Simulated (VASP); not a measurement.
Output of a VASP run:

OSZICAR:
```
...
DAV:  32    -0.381049340633E+02    0.13844E-02   -0.63108E-05   300   0.104E-01    0.159E-02
DAV:  33    -0.381060084584E+02   -0.10744E-02   -0.96830E-05   304   0.143E-01    0.174E-02
DAV:  34    -0.381057907183E+02    0.21774E-03   -0.45551E-05   300   0.107E-01    0.131E-02
DAV:  35    -0.381060256739E+02   -0.23496E-03   -0.17197E-04   292   0.204E-01    0.632E-03
DAV:  36    -0.381062720202E+02   -0.24635E-03   -0.25076E-05   296   0.761E-02    0.405E-03
DAV:  37    -0.381063171004E+02   -0.45080E-04   -0.21254E-05   288   0.676E-02    0.349E-03
DAV:  38    -0.381066233842E+02   -0.30628E-03   -0.36610E-05   288   0.954E-02    0.259E-03
DAV:  39    -0.381068325435E+02   -0.20916E-03   -0.14736E-04   288   0.187E-01    0.167E-03
DAV:  40    -0.381068807952E+02   -0.48252E-04   -0.28283E-06   312   0.237E-02    0.186E-03
DAV:  41    -0.381068714457E+02    0.93495E-05   -0.14329E-06   272   0.184E-02    0.197E-03
DAV:  42    -0.381068324055E+02    0.39040E-04   -0.34230E-06   272   0.243E-02    0.198E-03
DAV:  43    -0.381072137166E+02   -0.38131E-03   -0.13541E-04   288   0.166E-01    0.121E-03
DAV:  44    -0.381072327298E+02   -0.19013E-04   -0.11834E-05   288   0.471E-02    0.100E-03
DAV:  45    -0.381072058456E+02    0.26884E-04   -0.16331E-06   264   0.159E-02    0.947E-04
DAV:  46    -0.381072258823E+02   -0.20037E-04   -0.18858E-06   264   0.169E-02    0.921E-04
DAV:  47    -0.381072683480E+02   -0.42466E-04   -0.66305E-06   288   0.364E-02    0.144E-03
DAV:  48    -0.381073304824E+02   -0.62134E-04   -0.70445E-06   288   0.384E-02    0.193E-03
DAV:  49    -0.381074699457E+02   -0.13946E-03   -0.36071E-05   288   0.711E-02    0.301E-03
DAV:  50    -0.381074844323E+02   -0.14487E-04   -0.30495E-06   324   0.227E-02    0.293E-03
DAV:  51    -0.381074909890E+02   -0.65567E-05   -0.10051E-06   240   0.145E-02    0.294E-03
DAV:  52    -0.381074855806E+02    0.54083E-05   -0.68291E-07   192   0.113E-02    0.197E-03
DAV:  53    -0.381074892691E+02   -0.36885E-05   -0.33536E-07   192   0.762E-03    0.138E-03
DAV:  54    -0.381074890028E+02    0.26635E-06   -0.39603E-08   260   0.262E-03
   1 F= -.38107489E+02 E0= -.38107489E+02  d E =-.381075E+02
       N       E                     dE             d eps       ncg     rms          rms(c)
DAV:   1    -0.381080443619E+02   -0.55509E-03   -0.33656E-02   292   0.171E+00    0.872E-02
DAV:   2    -0.381075253435E+02    0.51902E-03   -0.45735E-04   320   0.230E-01    0.526E-02
DAV:   3    -0.381066831779E+02    0.84217E-03   -0.80798E-04   292   0.340E-01    0.117E-02
DAV:   4    -0.381074471998E+02   -0.76402E-03   -0.64122E-04   288   0.318E-01    0.829E-03
DAV:   5    -0.381075997057E+02   -0.15251E-03   -0.62525E-05   328   0.109E-01    0.405E-03
DAV:   6    -0.381075519456E+02    0.47760E-04   -0.79553E-06   296   0.357E-02    0.182E-03
DAV:   7    -0.381075935316E+02   -0.41586E-04   -0.22480E-05   288   0.805E-02    0.132E-03
DAV:   8    -0.381075903651E+02    0.31665E-05   -0.24610E-05   288   0.924E-02    0.788E-04
DAV:   9    -0.381076513696E+02   -0.61004E-04   -0.11266E-05   308   0.602E-02    0.664E-04
DAV:  10    -0.381076639819E+02   -0.12612E-04   -0.34278E-06   332   0.251E-02    0.363E-04
DAV:  11    -0.381076713418E+02   -0.73600E-05   -0.71052E-07   252   0.123E-02    0.232E-04
DAV:  12    -0.381076735134E+02   -0.21715E-05   -0.64904E-07   216   0.113E-02    0.223E-04
DAV:  13    -0.381076766789E+02   -0.31656E-05   -0.94181E-07   200   0.170E-02    0.879E-05
DAV:  14    -0.381076756883E+02    0.99062E-06   -0.86144E-07   220   0.157E-02
   2 F= -.38107676E+02 E0= -.38107676E+02  d E =-.186685E-03
```

OUTCAR:
```
------------------------ aborting loop because EDIFF is reached ----------------------------------------
  FORCE on cell =-STRESS in cart. coord.  units (eV):
  Direction    XX          YY          ZZ          XY          YZ          ZX
  --------------------------------------------------------------------------------------
  Total       -0.1024362     -0.1024363     -0.1054588      0.0000000     -0.0000000      0.0000000
  in kB       -1.5636265     -1.5636270     -1.6097636      0.0000000     -0.0000000      0.0000000
  external PRESSURE =      -1.5790057 kB  Pullay stress =       0.0000000 kB
  volume of cell :      104.96
      direct lattice vectors                 reciprocal lattice vectors
     2.502757015  0.000000000 -0.000000000     0.399559364  0.230685665  0.000000000
    -1.251378508  2.167451542  0.000000000    -0.000000000  0.461371330 -0.000000000
    -0.000000000  0.000000000 19.349205124     0.000000000 -0.000000000  0.051681710
  FREE ENERGIE OF THE ION-ELECTRON SYSTEM (eV)
  ---------------------------------------------------
  free  energy   TOTEN  =       -38.1076756883 eV

  energy  without entropy=      -38.1076756883  energy(sigma->0) =      -38.10767569

 reached required accuracy - stopping structural energy minimisation
```
(Selected blocks of OUTCAR.)

**POSCAR**
```
BN bilayer
1
    2.5046663039     0.0000000000    -0.0000000000
   -1.2523331520     2.1691050374     0.0000000000
    0.0000000000     0.0000000000    19.3197168298
B N
2 2
Direct
  0.6666670000   0.3333330000   0.4139173147
  0.3333330000   0.6666670000   0.5860826853
  0.3333330000   0.6666670000   0.4137362780
  0.6666670000   0.3333330000   0.5862637220
```

**Question.** Reconstruct the remaining input files.

**Answer.** Several could match; the one computed here: the input of the run itself, r2SCAN+rVV10, plane waves, VASP's PBE PAW potentials (set 64).

INCAR:
```
SYSTEM = BN bilayer
PREC = Accurate
ENCUT = 520
EDIFF = 1E-6
NELM = 100
ALGO = Normal
LREAL = .FALSE.
LASPH = .TRUE.
ISMEAR = 0
SIGMA = 0.05
METAGGA = R2SCAN
LUSE_VDW = .TRUE.
BPARAM = 11.95
CPARAM = 0.0093
LMIXTAU = .TRUE.
LWAVE = .FALSE.
LCHARG = .FALSE.
IBRION = 2
ISIF = 4
NSW = 60
EDIFFG = -0.02
```

### KPOINTS
```
Automatic mesh
0
Gamma
 9 9 1
```

POTCAR, in this order: B N (PBE.64 set). Program: vasp_std.

The cell holds a wide vacuum, so values per volume refer to the whole cell.

The cell is a sheet with vacuum, built from a generated structure.
